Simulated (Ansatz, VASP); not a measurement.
# Cross-check of InGaP2 between VASP and Ansatz

Wanted: the spread between two codes on one cell, functional and k mesh. The cell is generated by rule, not measured, and may not be a known phase. The cell is taken from a series of runs on this material, whose earlier steps may have relaxed, scaled, displaced or heated it; both programs get it as it stands.

Program: Ansatz 0.2.0. Level of theory: plane waves, with VASP 6.6.1 beside it; G0W0 gap at PBEsol. Results are calculated unless marked as measured.

The structure was built from a prototype and need not be the compound's stable phase.

### 1. The structure

It takes space group P-4m2 (No. 115, tetragonal). The conventional cell has a = 3.992 Å, b = 3.992 Å, c = 5.684 Å, α = 90.00°, β = 90.00°, γ = 90.00°. Nearest to Ga lie 4 P at 2.38 Å. Nearest to P lie 2 Ga at 2.38 Å and 2 In at 2.52 Å. Nearest to In lie 4 P at 2.52 Å. It derives from GaP. Farther neighbours are not listed. That group holds within 0.01 Å; judged at 0.001 Å it is Pmm2 (No. 25).

### 2. Ansatz: G0W0 gap, PBEsol

Ansatz runs on its PAW soft_1 files.

Quasiparticle shifts depend on high empty states and on the cores, so they are the hardest test of two PAW sets.

Contents of input.yaml:

```yaml
crystal:
  lattice:
    - [3.9934977685, 0.0, 0.0]
    - [0.0, 3.9912654442, 0.0]
    - [0.0, 0.0, 5.684030247]
  atoms:
    - { symbol: Ga, position: [0.0, 0.0, 0.1160816638] }
    - { symbol: P, position: [0.5, 0.0, 0.3446070586] }
    - { symbol: In, position: [0.5, 0.5, 0.6160108599] }
    - { symbol: P, position: [0.0, 0.5, 0.8870576487] }
kpoints:
  mp_grid: { grid: [4, 4, 4] }
hamiltonian:
  xc: pbesol
  pseudopotentials: { kind: paw, azcp: { folder: soft_1 }, xc_functional: pbe }
scf:
  occupations: { method: fixed }
gw:
  n_empty_bands: 175
  ecut_chi: 90.0
  qp_bands: [v2, c2]
  qp_kpoints: band_edges
  screening: { model: contour_deformation }
```

The run is started by

```bash
$ ansatz run input.yaml --threads 4 --pin off --max-ram 17510MiB --backend cpu --events-out ev --progress --plain --runs-dir out
```

Numbers of over 12 decimals in the logs are rounded to 6 here.

What it wrote:

```text
Engine: ansatz 0.2.0, aarch64-unknown-linux-gnu
Pseudopotentials: kind: paw
Pseudopotential: Ga, paw, valence charge 13, recommended cutoff 420 eV (normal), soft_1/Ga.paw.azcp
Pseudopotential: P, paw, valence charge 5, recommended cutoff 420 eV (normal), soft_1/P.paw.azcp
Pseudopotential: In, paw, valence charge 13, recommended cutoff 420 eV (normal), soft_1/In.paw.azcp
Functional definition: PBEsol
  exchange = pbesol_x
  correlation = pbesol_c
Crystal: 4 atoms, lattice volume = 90.598 Å³
Basis set: ecut = 420 eV, 1787 PW (Γ)
Bands: 22, of which v1, the nominal top of the filled ones, is band 18 counted from 1 (17 counted from 0)
Symmetry: 4 space group operations
Space group: Pmm2 (ITA 25), of the structure as read, at distance tolerance 4.5e-5 Å
k-points: 27 of 64 (time reversal used)
Non-local potential: Ga, projectors of the file, l = 0: 2, l = 1: 2, l = 2: 3, l = 3: 1
Non-local potential: P, projectors of the file, l = 0: 2, l = 1: 2, l = 2: 1
Non-local potential: In, projectors of the file, l = 0: 2, l = 1: 2, l = 2: 2, l = 3: 1
PAW form: soft (Blöchl's): semilocal exchange-correlation on the pseudo side does not see the compensation charge
PAW frozen core: Ga, regenerated for the run's functional, and the local potential with it (the file was generated under x = pbe(κ = 0.804, μ = 0.219515), c = pbe(β = 0.066725))
PAW frozen core: P, regenerated for the run's functional, and the local potential with it (the file was generated under x = pbe(κ = 0.804, μ = 0.219515), c = pbe(β = 0.066725))
PAW frozen core: In, regenerated for the run's functional, and the local potential with it (the file was generated under x = pbe(κ = 0.804, μ = 0.219515), c = pbe(β = 0.066725))
PAW one-centre angular grid: Ga, 590 points (default); XC on 64 Gauss nodes
PAW one-centre angular grid: P, 110 points (default); XC on 64 Gauss nodes
PAW one-centre angular grid: In, 590 points (default); XC on 64 Gauss nodes
Initial density: superposition of atomic densities (chi_scale 0.1, normalization cell, long waves kept (reshape's long-wave potential 0.01 eV rms))
Initial wavefunctions: pseudopotential atomic-orbital guess
Functional: x = pbesol(κ = 0.804, μ = 0.123457), c = pbesol(β = 0.046)
SCF iter   1: F=—  HF=-10750.188227 eV  |F-HF|=—  |Δ(HF+E_count)|=         —  Δρ=3.88e-2  dr2=1.41e0  ethr=3.10e-3  ⟨swp⟩=5.2  Hψ=2628  notcnv=0  defer=45
preconditioner: auto → Resta (q_TF=auto, 2.339 Å⁻¹)  ε∞=4.1  [insulator: Δε(μ)=1.150 eV  Ē_g=13.314 eV  n_scr=20 (ndim 8)  ℏωp=23.4 eV  f_vac=0.000  ε∞_Penn≈4.1]
SCF iter   2: F=—  HF=-10749.868741 eV  |F-HF|=—  |Δ(HF+E_count)|=   3.19e-1  Δρ=2.19e-2  dr2=3.53e-1  ethr=3.10e-3  ⟨swp⟩=2.5  Hψ=964  notcnv=0  defer=48
SCF iter   3: F=—  HF=-10749.812429 eV  |F-HF|=—  |Δ(HF+E_count)|=   5.63e-2  Δρ=4.64e-3  dr2=2.10e-2  ethr=9.79e-4  ⟨swp⟩=2.0  Hψ=1131  notcnv=0  defer=51
SCF iter   4: F=—  HF=-10749.802902 eV  |F-HF|=—  |Δ(HF+E_count)|=   9.53e-3  Δρ=2.18e-3  dr2=5.04e-3  ethr=5.84e-5  ⟨swp⟩=2.9  Hψ=1178  notcnv=0  defer=54
SCF iter   5: F=—  HF=-10749.802153 eV  |F-HF|=—  |Δ(HF+E_count)|=   7.49e-4  Δρ=7.53e-4  dr2=6.85e-4  ethr=1.40e-5  ⟨swp⟩=2.1  Hψ=1136  notcnv=0  defer=54
SCF iter   6: F=—  HF=-10749.802746 eV  |F-HF|=—  |Δ(HF+E_count)|=   5.93e-4  Δρ=2.21e-4  dr2=3.95e-5  ethr=1.90e-6  ⟨swp⟩=3.0  Hψ=1134  notcnv=0  defer=54
SCF iter   7: F=—  HF=-10749.802775 eV  |F-HF|=—  |Δ(HF+E_count)|=   2.91e-5  Δρ=3.47e-5  dr2=7.83e-7  ethr=1.10e-7  ⟨swp⟩=2.0  Hψ=945  notcnv=0  defer=35
SCF iter   8: F=-10749.802777 eV  HF=-10749.802777 eV  |F-HF|=1.07e-7  |Δ(HF+E_count)|=   2.05e-6  Δρ=1.02e-5  dr2=6.01e-8  ethr=2.78e-10  ⟨swp⟩=8.0  Hψ=2942  notcnv=0
SCF 1 converged in 8 iterations: F = -10749.802777 eV  dr2 = 6.01e-8
  greatest PAW one-centre occupation: 0.994 electrons in one spin orbital (limit 2), on the Ga atom at site 0 (counted from 0), in its partial waves of l = 2
NSCF: frozen V_eff on 27 k-points
G₀W₀ screening: q 1/27
[... further progress lines ...]
SCF converged after 8 iterations
Free energy (F): -10749.802777 eV
Harris-Foulkes:  -10749.802777 eV  (|F-HF|=1.07e-7)
Internal energy: -10749.802777 eV  (E = F + TS)
E sigma→0 (E₀):  -10749.802777 eV
Fermi energy:    7.061292 eV
--- Per-component energies (eV) ---
  E_band       = -112.658544
  E_kinetic    = 468.583780
  E_local      = -3023.663744  (includes V_loc(G=0)·N_el)
  E_nonlocal   = 301.923686
  E_hartree    = 1555.049055
  E_xc         = -348.449910
  E_vxc        = -267.399763  (∫ρ·V_xc dr)
  E_paw        = -7177.995404  (= ΣΔE_a)
  E_vpaw       = -702.195870  (= ΣTr[D̂ρ^β])
  E_aug_tail   = -0.000066  (compensation charges beyond the density's cutoff)
  E_ewald      = -2526.441250
  E_core_change = 1.191075  (= ΣΔE_core)
  E_smearing   = -0.000000  (= −TS)
  E_closure    = -0.000000  (closes the sum)
  Σ components = -10749.802777   (vs F -10749.802777, Δ=0.00e0)
--- Band table (eV; the first three rows and the last of 27) ---
  k-point 0: bands = [... 14 lower, 4.4298, 6.8585, 7.0541, 7.0613, 7.9510, 8.6660, 9.0187, 10.9419]
  k-point 1: bands = [... 14 lower, 4.6601, 5.3582, 6.4911, 6.4982, 8.6707, 8.9978, 9.8504, 10.4342]
  k-point 2: bands = [... 14 lower, 5.0734, 5.0825, 5.8083, 5.8149, 9.0667, 9.1019, 10.2519, 10.6982]
  k-point 26: bands = [... 14 lower, 3.6406, 3.7637, 3.7958, 3.7961, 11.3909, 11.3918, 11.4772, 11.5994]
--- G₀W₀: contour deformation, 7 samples at zero and on the imaginary axis and 1 off it, 64 q-points, 175 empty bands' worth ---
  eigenvalues of the whole cell's RPA ε∞ on this k-mesh (on a slab, of 1 + 4πα/V) = 15.6080, 20.6086, 20.7404; static W/v taken at q = 0 is 0.050486
  gw.qp_kpoints: band_edges: 10 of 27 stored k-points solved, in 1 pass; an edge of the gap read off the rows below is read off those points alone
    valence top: of the k-points left out ik 1 came nearest to being solved in a further pass, in band 18 (counted from 1, as in the quasiparticle table): it holds the edge there only if its correction is more favourable than any solved in that band by at least 0.563 eV; those differ by 0.081 eV
    conduction bottom: of the k-points left out ik 1 came nearest to being solved in a further pass, in band 19 (counted from 1, as in the quasiparticle table): it holds the edge there only if its correction is more favourable than any solved in that band by at least 0.435 eV; those differ by 0.284 eV
    ik  band        ε_KS         Σx   Σc(E_QP)       V_xc       Z   E_QP_lin       E_QP  E_QP is
     0    17      7.0541   -16.9228     1.3885   -15.2116  0.7481     6.7283     6.7315  root
     0    18      7.0613   -16.9207     1.3871   -15.2111  0.7481     6.7357     6.7389  root
     0    19      7.9510   -10.3008    -3.7586   -14.4600  0.7652     8.3567     8.3515  root
     0    20      8.6660    -7.2197    -3.6919   -11.0454  0.7734     8.8002     8.7997  root
     3    17      5.7790   -15.6966     1.5328   -13.8182  0.7436     5.4293     5.4335  root
     3    18      6.8072   -16.7732     1.4889   -14.9511  0.7464     6.4705     6.4740  root
     3    19      8.8771    -7.8700    -3.9268   -12.0699  0.7642     9.1526     9.1502  root
     3    20      9.8077    -9.0157    -4.1469   -13.5042  0.7589    10.1534    10.1493  root
     4    17      6.3798   -16.3069     1.4193   -14.5544  0.7471     6.0431     6.0466  root
     4    18      6.4788   -16.4850     1.5906   -14.5475  0.7446     6.1280     6.1320  root
     4    19      8.6688    -8.7589    -3.8797   -12.9810  0.7650     9.0151     9.0113  root
     4    20      9.5547    -7.8243    -4.0775   -12.1734  0.7657     9.8286     9.8262  root
     8    17      5.9626   -16.2023     1.6125   -14.2419  0.7437     5.6107     5.6148  root
     8    18      6.3078   -16.4198     1.7104   -14.3533  0.7422     5.9474     5.9517  root
     8    19      8.1686    -9.0666    -3.7213   -13.1333  0.7679     8.5177     8.5140  root
     8    20      8.6830    -9.2610    -3.8980   -13.4998  0.7690     9.0274     9.0238  root
     9    17      5.7770   -15.6944     1.5335   -13.8152  0.7436     5.4272     5.4314  root
     9    18      6.8139   -16.7718     1.4878   -14.9510  0.7464     6.4774     6.4809  root
     9    19      8.8890    -7.8687    -3.9290   -12.0711  0.7642     9.1647     9.1623  root
     9    20      9.8142    -9.0137    -4.1486   -13.5040  0.7589    10.1598    10.1558  root
    14    17      5.7167   -16.1237     1.7194   -14.0386  0.7407     5.3463     5.3511  root
    14    18      6.0680   -16.1752     1.5784   -14.2430  0.7446     5.7099     5.7141  root
    14    19      9.9478    -8.1648    -4.1373   -12.6444  0.7604    10.2941    10.2900  root
    14    20      9.9638    -8.5227    -4.2056   -13.0743  0.7593    10.3139    10.3097  root
[...]
22    17      5.0247   -15.7951     1.9522   -13.4478  0.7340     4.6234     4.6296  root
    22    18      5.2380   -15.8432     1.9137   -13.5449  0.7354     4.8476     4.8534  root
    22    19      9.3673    -7.6762    -3.9405   -11.8547  0.7693     9.6070     9.6052  root
    22    20      9.3780    -7.5473    -3.8906   -11.6713  0.7689     9.6130     9.6114  root
    24    17      4.4781   -15.6557     2.1925   -13.0568  0.7253     4.0647     4.0717  root
    24    18      4.6774   -15.6622     2.1717   -13.0869  0.7259     4.2667     4.2738  root
    24    19      8.5630    -6.7761    -3.6735   -10.5657  0.7785     8.6794     8.6791  root
    24    20      8.5640    -6.7757    -3.6737   -10.5656  0.7785     8.6805     8.6801  root
```

[end of part 1 of 2]

[Lines on the potential files, build, host, timing and source positions are cut from VASP's logs without a mark.]

[Logs are printed without paths, hosts, clocks, repeated set-up lines and the standing remarks that a program may print on its own settings, such as how far it seeks lower states.]

[Hosts, paths, dates, database ids (printed as entryN), source tags and the programs' standing remarks are cut or masked in the printed files.]
